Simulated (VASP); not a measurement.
A convergence study with VASP on TiO2 (space group no. 141 when undisturbed): a few settings are varied, all else stays as given below, so the limit is that of these other settings. One atom is moved off its site, so that forces are finite.

```xyz
6
Lattice="-1.8830 1.8830 4.7312 1.8830 -1.8830 4.7312 1.8830 1.8830 -4.7312" Properties=species:S:1:pos:R:3 pbc="T T T"
Ti     0.0000     1.8830     2.4156
Ti     0.0000     0.0000     0.0000
O      0.0000     1.8830     0.3974
O      0.0000     0.0000     7.4943
O      0.0000     0.0000     1.9682
O      0.0000     1.8830     4.3338
```

The numbers are results of LDA (Ceperley-Alder, Perdew-Zunger), VASP's LDA PAW potentials (set 64) (plane waves; VASP), not measurements. The last row used: 400 eV cut-off, 12×12×12 Γ-centred mesh shifted by (0.5, 0.5, 0.5), Fermi-Dirac smearing of 0.020 eV, potentials Ti_sv O.

Gaps are read on the run's mesh, which can miss a band edge.

```
setting        E (eV/atom)  pressure (GPa)  largest force (eV/Å)  gap on the mesh (eV)  irreducible k-points
-------------  -----------  --------------  --------------------  --------------------  --------------------
2×2×2 mesh         -9.8389           -9.45                 1.205                 2.342                     4
3×3×3 mesh         -9.8131           -8.38                 0.957                 2.174                     8
4×4×4 mesh         -9.8105           -8.12                 0.882                 2.167                    17
5×5×5 mesh         -9.8121           -8.03                 0.875                 2.135                    27
6×6×6 mesh         -9.8118           -8.09                 0.876                 2.114                    45
7×7×7 mesh         -9.8119           -8.10                 0.876                 2.080                    64
8×8×8 mesh         -9.8120           -8.08                 0.875                 2.067                    94
9×9×9 mesh         -9.8119           -8.08                 0.876                 2.063                   125
10×10×10 mesh      -9.8118           -8.09                 0.875                 2.053                   170
11×11×11 mesh      -9.8118           -8.09                 0.875                 2.055                   216
12×12×12 mesh      -9.8118           -8.09                 0.875                 2.049                   279
```

Left out are rungs that failed or repeat a setting and relaxations that didn't move; long series are thinned to 24 rows.

The structure is a typed TiO2 crystal (space group no. 141). The cell was not relaxed at this level, it is distorted from the ideal structure.
